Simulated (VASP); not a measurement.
# Gd (Gadolinium): input slips in a magnetic run and what they do, part 2 of 2

Some runs on the magnet Gd (Gadolinium) get a fault in the input on purpose. Which of them show, and how? The starting structure is a measured crystal structure from the Crystallography Open Database. The reference starts from ferromagnetic moments.

VASP 6.6.1.

Results so far: reference 7.02 μB on Gd; data sets with the 4f shell frozen in the core 0.00 μB on Gd; a smearing far too wide 6.07 μB on Gd.

### Step 5. Run with a total moment fixed by a leftover tag

Level of this step: PBEsol, spin-polarised from a ferromagnetic start; plane waves and PAW (Gd) (VASP).

A slip made on purpose: a total moment fixed by a leftover tag. Against step 2 the input has NUPDOWN = 0 (also changed: NELM).

INCAR reads:

```
SYSTEM = Gd
PREC = Accurate
ENCUT = 420
EDIFF = 1E-07
NELM = 60
ISMEAR = 1
SIGMA = 0.15
LREAL = .FALSE.
ALGO = Normal
GGA = PS
NBANDS = 35
ISPIN = 2
MAGMOM = 8.4 8.4
LASPH = .TRUE.
LMAXMIX = 6
AMIX = 0.2
BMIX = 1E-04
AMIX_MAG = 0.8
BMIX_MAG = 1E-04
LORBIT = 11
LWAVE = .FALSE.
LCHARG = .FALSE.
KPAR = 4
NUPDOWN = 0
```

POSCAR reads:

```
Gd
1.0
    3.6360000000      0.0000000000      0.0000000000
   -1.8180000000      3.1488683682      0.0000000000
    0.0000000000      0.0000000000      5.7826000000
Gd
2
Direct
    0.6666666667      0.3333333333      0.7500000000
    0.3333333333      0.6666666667      0.2500000000
```

KPOINTS reads:

```
Automatic mesh
0
Gamma
14 14 8
0 0 0
```

The projector-augmented-wave data sets are Gd (PBE family, release 64).

On the command line:

```sh
> mpirun -np 4 vasp_std
```

Log:

```text
[... set-up lines as in an earlier step ...]
 entering main loop
       N       E                     dE             d eps       ncg     rms          rms(c)
DAV:   1     0.243631254522E+03    0.24363E+03   -0.10650E+04 24565   0.420E+03
DAV:   2     0.504939779777E+02   -0.19314E+03   -0.17503E+03 23505   0.348E+02
DAV:   3     0.124890286375E+02   -0.38005E+02   -0.35959E+02 26431   0.120E+02
DAV:   4     0.633222768160E+01   -0.61568E+01   -0.57429E+01 32246   0.445E+01
[...]
DAV:  33    -0.127411703615E+02   -0.13076E-06   -0.52230E-08 10139   0.655E-03    0.113E-03
DAV:  34    -0.127411705353E+02   -0.17379E-06   -0.30701E-08  9752   0.454E-03    0.922E-04
DAV:  35    -0.127411705797E+02   -0.44395E-07   -0.26974E-08  9636   0.198E-03
   1 F= -.12741171E+02 E0= -.12748673E+02  d E =0.225082E-01  mag=    -0.0000
```

Wall time 3 min (4 MPI ranks of Intel Xeon Platinum 8488C (Sapphire Rapids), shared host); peak memory 1.6 GiB; 12 min of CPU time.

From OUTCAR (step 5):

```text
  Total       -0.9210288     -0.9210288     -1.0183179      0.0000000      0.0000000      0.0000000
  in kB      -22.2885732    -22.2885732    -24.6429358      0.0000000      0.0000000      0.0000000
  external PRESSURE =     -23.0733607 kB  Pullay stress =       0.0000000 kB

 POSITION                                       TOTAL-FORCE (eV/Angst)
 -----------------------------------------------------------------------------------
      1.81800      1.04962      4.33695         0.000000      0.000000      0.000000
     -0.00000      2.09925      1.44565        -0.000000     -0.000000      0.000000
 -----------------------------------------------------------------------------------
    total drift:                                0.000000     -0.000000      0.000000

  FREE ENERGIE OF THE ION-ELECTRON SYSTEM (eV)
  ---------------------------------------------------
  free  energy   TOTEN  =       -12.7411705797 eV

  energy  without entropy=      -12.7636787438  energy(sigma->0) =      -12.74867330

 magnetization (x)
# of ion       s       p       d       f       tot
--------------------------------------------------
    1       -0.001  -0.020  -0.118   0.474   0.334
    2       -0.001  -0.020  -0.118   0.474   0.334
--------------------------------------------------
tot         -0.003  -0.039  -0.237   0.948   0.668

[... 2 parts as in an earlier step ...]

[... 1 further part left out ...]
[key lines of the parts left out:]
E-fermi :   2.7005
```

A total moment fixed by a leftover tag: the moments inside the Gd spheres have a mean size of 0.33 μB, and the cell carries 0.00 μB.

### Step 6. Run with a list of starting moments that is one short

A slip made on purpose: a list of starting moments that is one short. Against step 2 the input has MAGMOM = 1 (also changed: NELM).

INCAR, as its differences from that of step 5:

```diff
@@ -12,3 +12,3 @@
 ISPIN = 2
-MAGMOM = 8.4 8.4
+MAGMOM = 1
 LASPH = .TRUE.
@@ -23,2 +23 @@
 KPAR = 4
-NUPDOWN = 0
```

POSCAR is that of step 5.

KPOINTS is that of step 5.

On the command line:

```sh
> mpirun -np 4 vasp_std
```

Log:

```text
running    4 mpi-ranks, on    1 nodes
[...]
-----------------------------------------------------------------------------
|                                                                             |
|     EEEEEEE  RRRRRR   RRRRRR   OOOOOOO  RRRRRR      ###     ###     ###     |
|     E        R     R  R     R  O     O  R     R     ###     ###     ###     |
|     E        R     R  R     R  O     O  R     R     ###     ###     ###     |
|     EEEEE    RRRRRR   RRRRRR   O     O  RRRRRR       #       #       #      |
|     E        R   R    R   R    O     O  R   R                               |
|     E        R    R   R    R   O     O  R    R      ###     ###     ###     |
|     EEEEEEE  R     R  R     R  OOOOOOO  R     R     ###     ###     ###     |
|                                                                             |
|     ERROR: You have set 1 value(s) for MAGMOM; however for                  |
|     spin-polarized calculations (ISPIN=2), MAGMOM has to be a list of       |
|     NIONS values. NIONS=2 in your calculation.                              |
|                                                                             |
|       ---->  I REFUSE TO CONTINUE WITH THIS SICK JOB ... BYE!!! <----       |
|                                                                             |
 -----------------------------------------------------------------------------

1
1
1
1
```

Wall time 4.8 s (4 MPI ranks).

VASP stopped with this message: “ERROR: You have set 1 value(s) for MAGMOM; however for spin-polarized calculations (ISPIN=2), MAGMOM has to be a list of NIONS values. NIONS=2 in your calculation”.

### Step 7. The runs compared

| run | ended | mean size of the moment on Gd (μB) | cell (μB) | gap on the mesh (eV) | core minutes |
| --- | --- | --- | --- | --- | --- |
| reference | converged | 7.02 | 15.36 | none | 11.2 |
| data sets with the 4f shell frozen in the core | converged | 0.0 | 0.0 | none | 4.2 |
| a smearing far too wide | converged | 6.07 | 12.95 | none | 9.73 |
| a total moment fixed by a leftover tag | converged | 0.33 | 0.0 | - | 12.1 |
| a list of starting moments that is one short | stopped by VASP | - | - | - | 0.32 |

Core minutes are wall time times ranks of the run shown, on a shared host.

### Step 8. Summary of results

```
mean size of the moment on Gd, reference                                      : 7.02 μB
mean size of the moment on Gd, data sets with the 4f shell frozen in the core : 0.00 μB
mean size of the moment on Gd, a smearing far too wide                        : 6.07 μB
mean size of the moment on Gd, a total moment fixed by a leftover tag         : 0.33 μB
run with a list of starting moments that is one short                         : stopped by VASP
```

VASP stopped by itself in the run with a list of starting moments that is one short. Finished, but with signs in the output that stand out against the reference: data sets with the 4f shell frozen in the core, with the Gd moment changed from 7.02 to 0.00 μB (signs: a largest site moment of 0.00 μB against 7.02 μB); a smearing far too wide, with the Gd moment changed from 7.02 to 6.07 μB (signs: a stress of up to 3.9 GPa, a large entropy term in the energy and a total moment of 12.9 μB a cell against 15.4 μB); a total moment fixed by a leftover tag, with the Gd moment changed from 7.02 to 0.33 μB and the energy by +5638 meV an atom (signs: a largest site moment of 0.33 μB against 7.02 μB). Another run with the same input but another start ends lower by 7 meV an atom, with moments of up to 6.9 μB that cancel in the cell; so the state that PBEsol gives here isn't the lowest. Experiment finds this crystal ferromagnetic, so at this level the order comes out wrong. Further runs on this material are not shown.

[Lines on the potential files, build, host, timing and source positions are cut from VASP's logs without a mark.]

[Logs are printed without paths, hosts, clocks, repeated set-up lines and the standing remarks that a program may print on its own settings, such as how far it seeks lower states.]

[Hosts, paths, dates, database ids (printed as entryN), source tags and the programs' standing remarks are cut or masked in the printed files.]
